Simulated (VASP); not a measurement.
A run of VASP 6.6.1 is set up as follows.

Contents of INCAR:

```
SYSTEM = CaCd2Ga2
PREC     = Accurate       ! precision mode
ENCUT    = 600            ! plane-wave cutoff, eV
EDIFF    = 1E-7           ! SCF threshold, eV
ISMEAR   = -1             ! smearing method
SIGMA    = 0.1            ! smearing width, eV
LREAL    = .FALSE.        ! projectors in reciprocal space
LASPH    = .TRUE.         ! aspherical terms in the spheres
NELM     = 100            ! most SCF steps
ALGO     = Normal         ! electronic algorithm
ISIF     = 3              ! what is computed and relaxed
LWAVE    = .FALSE.        ! write WAVECAR
LCHARG   = .FALSE.        ! write CHGCAR
GGA      = PE             ! functional
IBRION   = 2              ! ionic algorithm
NSW      = 60             ! ionic steps
EDIFFG   = -0.01          ! ionic threshold
```

Contents of KPOINTS:

```
Automatic mesh
0
G
  5 5 3
  0 0 0
```

The input POSCAR:

```
CaCd2Ga2
1.0
    2.1662760000      3.7520990000      0.0000000000
   -2.1662760000      3.7520990000      0.0000000000
    0.0000000000      0.0000000000      7.1223210000
Cd Ca Ga
2 1 2
Direct
    0.3333000000      0.3334000000      0.6369000000
    0.6667000000      0.6666000000      0.3631000000
    0.0000000000      0.0000000000      0.0000000000
    0.3333000000      0.3334000000      0.2405000000
    0.6667000000      0.6666000000      0.7595000000
```

Potentials or basis: VASP PAW PBE potentials, release 64 (Cd, Ca_sv, Ga_d).

The run is started by

```sh
$ cat potpaw_PBE.64/Cd/POTCAR potpaw_PBE.64/Ca_sv/POTCAR potpaw_PBE.64/Ga_d/POTCAR > POTCAR
$ mpirun -np 1 vasp_std > vasp.out
```

(1) Predict the relaxed cell.

(2) Predict the relaxed volume.

## Answers

(1) a = 4.616 Å, b = 4.616 Å, c = 6.972 Å, α = 89.99°, β = 90.00°, γ = 60.00°.

(2) 25.73 Å³/atom.
